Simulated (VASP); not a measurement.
Calculation: PBEsol GGA, VASP's PBE PAW potentials (set 64) (plane waves; VASP).

The input files of a VASP run:

INCAR:
```
SYSTEM = CdF2
PREC = Accurate; ENCUT = 620; LREAL = .FALSE.
LASPH = .TRUE.
EDIFF = 1E-6; NELM = 100; ALGO = Normal
LMAXMIX = 4
ISMEAR = 0; SIGMA = 0.05
GGA = PS
IBRION = 2; NSW = 40; ISIF = 3
EDIFFG = -0.02
LWAVE = .FALSE.; LCHARG = .FALSE.
```

POSCAR:
```
CdF2
1
   -0.0000000000     2.6992737331     2.6992737331
    2.6992737331    -0.0000000000     2.6992737331
    2.6992737331     2.6992737331     0.0000000000
Cd F
1 2
Direct
  1.0000000000   0.0000000000   0.0000000000
  0.2500000000   0.2500000000   0.2500000000
  0.7500000000   0.7500000000   0.7500000000
```

File KPOINTS:
```
Automatic mesh
0
Gamma
7 7 7
0 0 0
```

POTCAR, in this order: Cd F (PBE.64 set). Program: vasp_std.

Q: Estimate the energy per atom (σ→0), volume per atom.

A: 
energy per atom (σ→0): -373.0 kJ/mol-atom
volume per atom: 13.06 Å³/atom

### OSZICAR
```
...
DAV:   1    -0.116020405974E+02   -0.37756E-02   -0.77791E-02   684   0.342E+00    0.465E-01
DAV:   2    -0.115986626376E+02    0.33780E-02   -0.12550E-02   687   0.110E+00    0.104E-01
DAV:   3    -0.115984220089E+02    0.24063E-03   -0.58913E-04   680   0.494E-01    0.106E-01
DAV:   4    -0.115983908703E+02    0.31139E-04   -0.92453E-05   704   0.123E-01    0.720E-02
DAV:   5    -0.115983861459E+02    0.47244E-05   -0.21366E-05   709   0.621E-02    0.935E-03
DAV:   6    -0.115983851328E+02    0.10131E-05   -0.45899E-06   676   0.440E-02    0.165E-03
DAV:   7    -0.115983853594E+02   -0.22657E-06   -0.48769E-07   340   0.749E-03
   2 F= -.11598385E+02 E0= -.11598385E+02  d E =-.120078E-03
```

The compound is CdF2 in the fluorite structure. This run relaxes it. Symmetry was kept, so distortions that lower it aren't found.
